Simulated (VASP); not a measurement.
Ta3Si3N, 7 atoms in the cell. The structure is tetragonal, space group P4/mmm (No. 123). Conventional cell: a = 3.244 Å, b = 3.244 Å, c = 9.395 Å, α = 90.00°, β = 90.00°, γ = 90.00°. Ta (site symmetry 4mm) is surrounded by 1 N at 2.11 Å. Ta (site symmetry 4/mmm) has 4 N at 2.29 Å as nearest neighbours. Around Si (site symmetry 4mm) lie 4 Ta at 2.62 Å and 5 Si at 2.64 to 2.65 Å. Around Si (site symmetry 4/mmm) lie 2 Ta at 2.59 Å and 8 Si at 2.65 Å. N (site symmetry 4/mmm) is surrounded by 6 Ta at 2.11 to 2.29 Å. The cell was built by a generator and needn't be a form met in nature.

- Program: VASP 6.6.1
- Task: relaxation of cell and atoms
- Functional: PBE
- Potentials or basis: VASP PAW PBE potentials, release 64 (Ta_pv, Si, N)
- Cutoff: 520 eV
- k mesh: 10 × 10 × 4
- Occupations: gaussian, width 0.1 eV
- Spin: no spin polarisation
- Further INCAR settings: ALGO = Normal; EDIFF = 1e-06; IBRION = 2; EDIFFG = -0.01; NSW = 90; ISIF = 3

Potentials or basis: VASP PAW PBE potentials, release 64 (Ta_pv, Si, N).

Run with:

```console
$ cat potpaw_PBE.64/Ta_pv/POTCAR potpaw_PBE.64/Si/POTCAR potpaw_PBE.64/N/POTCAR > POTCAR
$ mpirun -np 4 vasp_std > vasp.out
```

Hardware: 4 MPI ranks on Intel(R) Xeon(R) Platinum 8488C (Sapphire Rapids), with other jobs on the host.

Q: Estimate the wall time of this run.

A: Wall time 3.4 min on 4 MPI ranks on Intel(R) Xeon(R) Platinum 8488C (Sapphire Rapids), with other jobs on the host, peak memory 0.31 GiB a rank. Counts: scf iterations 64, k points 63, ion steps 10.
